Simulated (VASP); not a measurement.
A convergence study with VASP on NiSi₂ (fluorite): a few settings are varied, all else stays as given below, so the limit is that of these other settings. The cell's lengths are 1 % over those of the tabulated start and one atom is moved, so it is off equilibrium.

```
CELL_PARAMETERS angstrom
      0.00000     2.73205     2.73205
      2.73205     0.00000     2.73205
      2.73205     2.73205     0.00000
ATOMIC_POSITIONS crystal
  Si 0.25000 0.25000 0.25000
  Si 0.75000 0.75000 0.75000
  Ni 0.98891 0.01109 0.01109
```

All values below come from PBEsol GGA, VASP's PBE PAW potentials (set 64) (plane waves; VASP). The last row used: 900 eV cut-off, 8×8×8 Γ-centred mesh, first-order Methfessel-Paxton smearing of 0.10 eV, potentials Si Ni_pv.

Energies of different potentials or hybrids have different zeros.

| setting | E (eV/atom) | pressure (GPa) | largest force (eV/Å) | plane waves |
|---|---|---|---|---|
| ENCUT = 520, POTCAR Si Ni | -6.3091 | -5.40 | 0.526 | 1121 |
| ENCUT = 700, POTCAR Si Ni | -6.3091 | -5.39 | 0.526 | 1732 |
| ENCUT = 900, POTCAR Si Ni | -6.3091 | -5.38 | 0.526 | 2541 |
| ENCUT = 300, POTCAR Si_GW Ni | -6.3116 | -5.58 | 0.525 | 531 |
| ENCUT = 400, POTCAR Si_GW Ni | -6.3102 | -5.52 | 0.525 | 754 |
| ENCUT = 520, POTCAR Si_GW Ni | -6.3094 | -5.38 | 0.526 | 1121 |
| ENCUT = 700, POTCAR Si_GW Ni | -6.3094 | -5.39 | 0.525 | 1732 |
| ENCUT = 900, POTCAR Si_GW Ni | -6.3094 | -5.38 | 0.525 | 2541 |
| ENCUT = 300, POTCAR Si_sv_GW Ni | 33.4892 | -3322.56 | 0.326 | 531 |
| ENCUT = 400, POTCAR Si_sv_GW Ni | -4.3129 | -311.54 | 0.515 | 754 |
| ENCUT = 520, POTCAR Si_sv_GW Ni | -6.2495 | -33.36 | 0.522 | 1121 |
| ENCUT = 700, POTCAR Si_sv_GW Ni | -6.3132 | -6.03 | 0.522 | 1732 |
| ENCUT = 900, POTCAR Si_sv_GW Ni | -6.3141 | -6.29 | 0.522 | 2541 |
| ENCUT = 300, POTCAR Si Ni_pv | -6.1694 | -49.67 | 0.529 | 531 |
| ENCUT = 400, POTCAR Si Ni_pv | -6.3203 | -6.34 | 0.529 | 754 |
| ENCUT = 520, POTCAR Si Ni_pv | -6.3188 | -6.27 | 0.529 | 1121 |
| ENCUT = 700, POTCAR Si Ni_pv | -6.3181 | -5.58 | 0.530 | 1732 |
| ENCUT = 900, POTCAR Si Ni_pv | -6.3180 | -5.62 | 0.530 | 2541 |

Left out are rungs that failed or repeat a setting and relaxations that didn't move; long series are thinned to 24 rows.

The compound is NiSi2 in the fluorite structure. The cell was not relaxed at this level, it is distorted from the ideal structure. The run is not spin-polarised, so no magnetic state was tried.
